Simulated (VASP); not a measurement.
```
CELL_PARAMETERS angstrom
      3.88069     0.00000     0.00000
     -1.94035     3.36078     0.00000
      0.00000     0.00000    19.03550
ATOMIC_POSITIONS crystal
  Zn 0.33333 0.66667 0.83326
  Zn 0.66667 0.33333 0.33326
  Zn 0.66667 0.33333 0.66686
  Zn 0.33333 0.66667 0.16686
  Zn 0.00000 0.00000 0.49994
  Zn 0.00000 0.00000 0.99994
  S  0.33333 0.66667 0.95812
  S  0.66667 0.33333 0.45812
  S  0.66667 0.33333 0.79171
  S  0.33333 0.66667 0.29171
  S  0.00000 0.00000 0.62511
  S  0.00000 0.00000 0.12511
```

These are PBE GGA, VASP's PBE PAW potentials (set 64) (plane waves; VASP) values and carry that method's errors. Run with 300 eV cut-off, 5×5×1 Γ-centred mesh, Gaussian smearing of 0.010 eV, potentials Zn S.

At this cut-off the stress carries a Pulay error, which pulls relaxed volumes low.

Q: Give the stress tensor in GPa (positive for a compressed cell).

A: 
```
-1.66   0.00   0.00
 0.00  -1.66   0.00
 0.00   0.00  -1.77
```
The pressure is its mean diagonal, -1.70 GPa.

The structure comes from a computed database's ZnS entry; how it stands against other phases isn't given here. The cell was not relaxed at this level.
